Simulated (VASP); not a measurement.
```xyz
6
Lattice="4.6114 0.0000 0.0000 0.0000 4.6114 0.0000 0.0000 0.0000 3.3666" Properties=species:S:1:pos:R:3 pbc="T T T"
Pb     0.0000     0.0000     0.0000
Pb     2.3057     2.3057     1.6833
O      1.4212     1.4212     0.0000
O      3.7270     0.8845     1.6833
O      0.8845     3.7270     1.6833
O      3.1902     3.1902     0.0000
```

All values below come from LDA (Ceperley-Alder, Perdew-Zunger), VASP's LDA PAW potentials (set 64) (plane waves; VASP 6.6.1). Run with 620 eV cut-off, 7×7×9 Γ-centred mesh, first-order Methfessel-Paxton smearing of 0.10 eV, potentials Pb_d O.

Energy and stress use the plane-wave basis of the starting cell.

The ions, cell shape and volume at an external pressure of 45.0 GPa are relaxed. Predict the relaxed structure.

```xyz
6
Lattice="4.4978 0.0000 0.0000 0.0000 4.4978 0.0000 0.0000 0.0000 3.3694" Properties=species:S:1:pos:R:3 pbc="T T T"
Pb     0.0000     0.0000     0.0000
Pb     2.2489     2.2489     1.6847
O      1.3927     1.3927     0.0000
O      3.6416     0.8562     1.6847
O      0.8562     3.6416     1.6847
O      3.1051     3.1051     0.0000
```
Space group P4_2/mnm (136), at a tolerance of 0.03 Å.

How do energy and volume change from the first to the last step?

The energy (σ→0) changes by +132.6 meV/atom and the volume by -4.8 %, in 11 ionic steps.

| step | E(σ→0) (eV) | max force (eV/Å) | pressure (GPa) | volume (Å³) |
|---|---|---|---|---|
| 1 | -35.7340 | 0.011 | 29.98 | 71.59 |
| 2 | -31.5784 | 0.034 | 101.20 | 60.62 |
| 3 | -35.0331 | 0.021 | 44.20 | 68.54 |
| 4 | -34.9964 | 0.021 | 44.87 | 68.41 |
| 5 | -34.9788 | 0.021 | 45.18 | 68.35 |
| 6 | -34.9607 | 0.116 | 45.23 | 68.26 |
| 7 | -34.9473 | 0.198 | 45.27 | 68.21 |
| 8 | -34.9723 | 0.085 | 44.59 | 68.29 |
| 9 | -34.9846 | 0.021 | 44.19 | 68.33 |
| 10 | -34.8735 | 0.055 | 46.16 | 67.94 |
| 11 | -34.9384 | 0.011 | 44.98 | 68.16 |

The compound is PbO2 in the rutile structure. This run relaxes it under an external pressure of 45 GPa. Symmetry was kept, so distortions that lower it aren't found.
